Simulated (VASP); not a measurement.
VASP runs on MnN share one base input (PBE GGA, plane waves, VASP's PBE PAW potentials (set 64)) and change the settings named in each case.

File KPOINTS:
```
Automatic
0
gamma
 5 5 1
0 0 0
```

### INCAR
```
LREAL=.False.
PREC=Accurate
ISPIN=2   # spin-polarised
GGA=PE   # PBE
LASPH=.True.
MAGMOM=2*4.0 2*0.0
NELM=100
LWAVE=.False.
SYSTEM=MnN
SIGMA=0.272
LCHARG=.False.
ALGO=Normal
ISMEAR=0   # Gaussian
LMAXMIX=4   # l cut-off of mixed one-centre charges
ENCUT=400
LORBIT=11
EDIFF=1E-6   # SCF stop (eV)
ISIF=2
```

### POSCAR
```
MnN
1
    3.3198070000     0.0000000000     0.0000000000
    0.0000000000     3.3198070000     0.0000000000
    0.0000000000     0.0000000000    15.9811660000
Mn N
2 2
Direct
  0.5000000000   0.0000000000   0.5619840000
  0.0000000000   0.5000000000   0.4380160000
  0.0000000000   0.0000000000   0.5000000000
  0.5000000000   0.5000000000   0.5000000000
```

POTCAR, in this order: Mn_pv N (PBE.64 set). Program: vasp_std.

| change | E(σ→0) (eV/atom) | moment (μB) | −TS (eV) |
|---|---|---|---|
| base run | -7.8980 | 5.84 | -0.1609 |
| GGA = PS | -8.3652 | 5.88 | -0.1678 |
| KPOINTS 1×1×1 Γ-centred mesh (not converged) | -8.1054 | 2.04 | -0.0418 |
| LDAU = .TRUE., LDAUJ = 0 0, LDAUL = 2 -1, LDAUTYPE = 2, LDAUU = 8.0 0 | -5.8573 | 7.89 | -0.0423 |
 Energies of different potentials or functionals have different zeros.  The cell holds a wide vacuum, so values per volume refer to the whole cell. The moments were started parallel, and other spin orders were not tried in this run.

Left out are runs that ran out of time, are held back, or changed the cell or the kind of run, fixed moments of cells without a moment, rows past the twelfth, gaps on odd meshes, pressures of charged cells and columns that move by less than the noise.

The cell is a sheet or thin cut with vacuum, built from a generated structure.
